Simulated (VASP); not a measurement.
Runs of VASP 6.6.1 on InAs. The structure is cubic, space group F-43m (No. 216). The conventional cell has a = 6.088 Å, b = 6.088 Å, c = 6.088 Å, α = 90.00°, β = 90.00°, γ = 90.00°. In (site symmetry -43m) is surrounded by 4 As at 2.64 Å. As (site symmetry -43m) is surrounded by 4 In at 2.64 Å. 

```tsv
task	level	cell	cutoff (eV)	smearing	gap on the mesh (eV)	pressure (GPa)
relaxation of cell and atoms	PBEsol	relaxed from: cell and atoms relaxed tightly for response	600	fermi-dirac 0.15 eV	none	0.0
single point	PBEsol	cell and atoms relaxed tightly for response	520	fermi-dirac 0.15 eV	none	0.1
single point	r2SCAN	level: DFT r2SCAN, scalar-relativistic, plane waves, PAW, at the base's geometry	520	gaussian 0.1 eV	(a)	0.6
single point	PBEsol	level: DFT PBEsol, scalar-relativistic, plane waves, PAW, at the base's geometry	520	gaussian 0.1 eV	none	0.1
```

Alike in all rows: potentials or basis VASP PAW PBE potentials, release 64 (In_d, As); no spin polarisation; k mesh 12 × 12 × 12.

Question: Estimate the missing entries.

Answer: (a) 0.14.

Caveats: the PAW data sets were made with another functional, which shifts forces and pressure a little; spin-orbit coupling is left out, which moves the levels of the heavy elements (some runs).

A k mesh can miss the band edges, and the runs leave out spin-orbit coupling on As, In.

A gap of «none» marks a metal or a gap under the smearing width.

Not every run made on this cell is shown here.
